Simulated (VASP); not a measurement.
# How biaxial strain in the (111) plane changes C, part 2 of 2

How do the elastic response and the band edges of C follow biaxial strain in the (111) plane?

VASP 6.6.1, plane waves and PAW; the level of theory is named at each step.

So far: The starting structure; Relax the crystal, LDA; Strain along the normal, LDA; Band edges, TB-mBJ; Band edges, r2SCAN.

**5. Band edges, r2SCAN (continued)**

Level of this step: r2SCAN; plane waves and PAW (C) (VASP).

OUTCAR, selected parts (step 5):

```text
  Total        0.3641160      0.3641160      0.3641160      0.1556219      0.1556219      0.1556219
  in kB       52.3857341     52.3857341     52.3857341     22.3894779     22.3894779     22.3894779
  external PRESSURE =      52.3857341 kB  Pullay stress =       0.0000000 kB

 POSITION                                       TOTAL-FORCE (eV/Angst)
 -----------------------------------------------------------------------------------
      3.53161      3.53161      3.53161         0.002746      0.002746      0.002746
      0.88314      0.88314      0.88314        -0.002746     -0.002746     -0.002746
 -----------------------------------------------------------------------------------
    total drift:                               -0.000000      0.000000      0.000000

  FREE ENERGIE OF THE ION-ELECTRON SYSTEM (eV)
  ---------------------------------------------------
  free  energy   TOTEN  =       -37.6249147971 eV

  energy  without entropy=      -37.6249147971  energy(sigma->0) =      -37.62491480

[... 2 parts as in an earlier step ...]

[... 1 further part left out ...]
[key lines of the parts left out:]
E-fermi :  10.3160
```

Read from the output:

* energy(sigma→0) of the program: -37.6249 eV
* stress, compression positive: 9.72 along [111], 3.00 across it (mean), GPa

The run ends at a pressure of 5.24 GPa, with forces up to 0.0048 eV/Å.

**6. All members**

Runs beyond LDA use the data sets made with LDA; this shifts their levels slightly, and their total energies have another zero (at TB-mBJ, which has no energy functional, they mean nothing).

The other members went through these steps as far as the tables show, with the same cutoff and, step by step, the same mesh; 46 runs are not shown. The session took 0.72 core hours (wall time by ranks) on a shared machine.

| in-plane strain (%) | strain along the normal (%) | in-plane stress, tension positive (GPa) | energy above the unstrained row (meV/atom) | gap on the mesh, LDA (eV) |
| --- | --- | --- | --- | --- |
| -2.000 | 0.244 | -28.977 | 20.305 | 4.193 |
| -1.500 | 0.182 | -21.262 | 11.500 | 4.193 |
| -1.000 | 0.121 | -13.873 | 5.238 | 4.189 |
| -0.500 | 0.061 | -6.798 | 1.413 | 4.180 |
| 0 | 0.003 | -0.035 | 0.000 | 4.166 |
| 0.500 | -0.055 | 6.434 | 0.818 | 4.129 |
| 1.000 | -0.110 | 12.612 | 3.866 | 4.094 |
| 1.500 | -0.165 | 18.511 | 9.034 | 4.060 |
| 2.000 | -0.218 | 24.137 | 16.252 | 4.027 |

Slopes at zero strain, from cubics through all rows: strain ratio -0.116, stress over strain 1323 GPa.

Band edges at TB-mBJ, counted from the valence-band top at Γ, with one row partly withheld:

| in-plane strain (%) | gap (eV) | conduction band at Γ (eV) | Δ or X valley along z (eV) | Δ or X valley along x (eV) | lowest conduction level at L, [111] (eV) | lowest conduction level at L, [-111] (eV) | second valence level below the top (eV) | third valence level below the top (eV) |
| --- | --- | --- | --- | --- | --- | --- | --- | --- |
| -2.000 | 4.994 | 6.306 | 4.990 | 4.990 | 9.893 | 9.352 | 0.000 | 0.145 |
| -1.500 | 5.001 | 6.414 | 4.999 | 4.999 | 9.826 | 9.426 | 0.000 | 0.098 |
| -1.000 | 5.003 | 6.516 | 5.001 | 5.001 | 9.759 | 9.497 | 0.000 | 0.059 |
| -0.500 | 5.000 | 6.610 | 4.998 | 4.998 | 9.691 | 9.566 | 0.000 | 0.026 |
| 0 | 4.992 | 6.698 | 4.991 | 4.991 | 9.623 | 9.623 | 0.000 | 0.000 |
| 0.500 | 4.960 | 6.607 | 4.959 | 4.959 | 9.437 | 9.534 | 0.020 | 0.020 |
| 1.000 | 4.930 | 6.521 | 4.928 | 4.928 | ? | 9.431 | 0.033 | 0.033 |
| 1.500 | 4.901 | 6.439 | 4.900 | 4.900 | 8.928 | 9.314 | 0.042 | 0.042 |
| 2.000 | 4.875 | 6.362 | 4.873 | 4.873 | 8.685 | 9.200 | 0.045 | 0.045 |

Band edges at r2SCAN, counted from the valence-band top at Γ:

| in-plane strain (%) | gap (eV) | conduction band at Γ (eV) | Δ or X valley along z (eV) | Δ or X valley along x (eV) | lowest conduction level at L, [111] (eV) | lowest conduction level at L, [-111] (eV) | second valence level below the top (eV) | third valence level below the top (eV) |
| --- | --- | --- | --- | --- | --- | --- | --- | --- |
| -2.000 | 4.401 | 5.502 | 4.399 | 4.399 | 9.264 | 8.763 | 0.000 | 0.140 |
| -1.500 | 4.404 | 5.614 | 4.404 | 4.404 | 9.196 | 8.830 | 0.000 | 0.095 |
| -1.000 | 4.401 | 5.718 | 4.402 | 4.402 | 9.127 | 8.892 | 0.000 | 0.057 |
| -0.500 | 4.394 | 5.817 | 4.395 | 4.395 | 9.057 | 8.946 | 0.000 | 0.025 |
| 0 | 4.382 | 5.909 | 4.383 | 4.383 | 8.987 | 8.987 | 0.000 | 0.000 |
| 0.500 | 4.346 | 5.818 | 4.347 | 4.347 | 8.899 | 8.897 | 0.019 | 0.019 |
| 1.000 | 4.312 | 5.732 | 4.313 | 4.313 | 8.816 | 8.810 | 0.032 | 0.032 |
| 1.500 | 4.280 | 5.651 | 4.280 | 4.280 | 8.689 | 8.726 | 0.039 | 0.039 |
| 2.000 | 4.249 | 5.574 | 4.249 | 4.249 | 8.433 | 8.646 | 0.041 | 0.041 |

**7. Fit and prediction**

The quantity to fit is the splitting of the lowest conduction levels at the L points ([111] less [-111]) at TB-mBJ: 0.541, 0.400, 0.262, 0.125, 0.001, -0.097, -0.386, -0.514 eV in the rows shown.

Fitting a parabola to the 8 known rows (d: strain along the axis less the strain across it, in %) gives E = 5.34e-4 d² + 0.2339 d + 0.005903 in eV; the residuals are 0.011 eV r.m.s.

For the withheld row, d = -1.110, the fit gives -0.2531 eV.

**8. The withheld row**

The calculation gives -0.2534 eV, so the prediction is 0.0003 eV too high.

The rows do not lie on one parabola (a picked bound of 1 % of their span for the r.m.s. residual). Levels that cross, a degenerate level that splits or an edge that moves to another point can do that; which it is was not traced. So the linear term is no slope at zero strain, and none is listed.

**9. Summary of results**

```json
{
  "ratio of normal to in-plane strain": "-0.116",
  "biaxial modulus": "1323 GPa",
  "gap of the unstrained cell, TB-mBJ": "4.99 eV",
  "gap of the unstrained cell, r2SCAN": "4.38 eV",
  "error of the predicted row": "0.3 meV"
}
```

What this shows: As a check, the curvature of the energy gives 1326 GPa for the same modulus (energy per volume = M × strain²), 0 % from the slope of the stress. The energy also has a linear term worth 0.83 GPa that the stress column lacks, a mark of the finite basis. At TB-mBJ the lowest conduction valley is Δ or X throughout, and the gap runs between 4.87 and 5.00 eV. At r2SCAN the lowest conduction valley is Δ or X throughout, and the gap runs between 4.25 and 4.40 eV. Hole masses are left out throughout, since the top bands are degenerate or cross in many series; of conduction masses, those of the Γ, L and (for Si and Ge under (001) strain) Δ valleys are kept where they change by under an eighth between rows. A measured gap of unstrained C is 5.5 eV (arxiv:1902.02958, band gap, experimental literature value, temperature not given); the static gaps here belong to the lattice relaxed at LDA. TB-mBJ is a potential fitted for gaps; it has no energy functional, so its total energies and forces mean nothing, and its bands tend to come out too narrow. r2SCAN opens gaps somewhat over GGA but leaves them below measured values as a rule. Spin-orbit coupling is left out at TB-mBJ and r2SCAN, so the valence splittings there lack it. Δ or X levels are the lowest on their line, refined by a parabola unless they lie at X; the gap is read from all points sampled and can differ from the lowest valley by some meV, or by tens of meV where strain moves the valence top off Γ. Temperature, zero-point motion and excitons are left out.

[Lines on the potential files, build, host, timing and source positions are cut from VASP's logs without a mark.]

[Logs are printed without paths, hosts, clocks, repeated set-up lines and the standing remarks that a program may print on its own settings, such as how far it seeks lower states.]

[Hosts, paths, dates, database ids (printed as entryN), source tags and the programs' standing remarks are cut or masked in the printed files.]

[In band tables of VASP the shares of atoms and orbitals are scaled to a sum of 1 inside the atoms' spheres.]
